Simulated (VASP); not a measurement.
Given:

```yaml
crystal:
  lattice:
    - [-1.63710, 1.63710, 4.00350]
    - [1.63710, -1.63710, 4.00350]
    - [1.63710, 1.63710, -4.00350]
  atoms:
    - { symbol: Si, position: [0.66500, 0.66500, 0.00000] }
    - { symbol: Si, position: [0.33500, 0.33500, 0.00000] }
    - { symbol: Mo, position: [0.00000, 0.00000, 0.00000] }
```

Calculation: PBE GGA, VASP's PBE PAW potentials (set 64) (plane waves; VASP). Settings: 520 eV cut-off, 12×12×12 Γ-centred mesh, first-order Methfessel-Paxton smearing of 0.10 eV, potentials Si Mo_pv.

Question: Give the force on each atom (eV/Å).

Answer: 
```tsv
atom	Fx	Fy	Fz
Si1	0.000	0.000	-0.126
Si2	0.000	0.000	0.126
Mo3	0.000	0.000	0.000
```

Question: Give the stress tensor in GPa (positive for a compressed cell).

Answer: 
```
 -9.47    0.00    0.00
  0.00   -9.47    0.00
  0.00    0.00  -10.41
```
The pressure is its mean diagonal, -9.78 GPa.

The compound is MoSi2 in the MoSi2 type structure. The cell was not relaxed at this level. The run is one of a series of settings (ENCUT = 520, POTCAR Si Mo_pv (PBE.64 set) against the base run), some of them coarse on purpose.
